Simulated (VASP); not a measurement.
Input:

```xyz
2
Lattice="3.2500 0.0000 0.0000 0.0000 3.2500 0.0000 0.0000 0.0000 3.2500" Properties=species:S:1:pos:R:3 pbc="T T T"
In     1.6250     1.6250     1.6250
Pd     0.0000     0.0000     0.0000
```

All values below come from RPBE GGA, VASP's PBE PAW potentials (set 64) (plane waves; VASP 6.6.1). Numerical set-up: 520 eV cut-off, 10×10×10 Γ-centred mesh, first-order Methfessel-Paxton smearing of 0.10 eV, potentials In_d Pd.

Energy and stress use the plane-wave basis of the starting cell.

Q: The ions, cell shape and volume are relaxed. What does this cell relax into?

A: 
```xyz
2
Lattice="3.3439 0.0000 0.0000 0.0000 3.3439 0.0000 0.0000 0.0000 3.3439" Properties=species:S:1:pos:R:3 pbc="T T T"
In     1.6719     1.6719     1.6719
Pd     0.0000     0.0000     0.0000
```
Space group Pm-3m (221), at a tolerance of 0.03 Å.

Q: How do energy and volume change from the first to the last step?

A: The energy (σ→0) changes by -44.7 meV/atom and the volume by +8.9 %, in 3 ionic steps.

The compound is PdIn in the CsCl type structure. This run relaxes it. Symmetry was kept, so distortions that lower it aren't found. The electron count is odd and the run is not spin-polarised, which forces a metal.
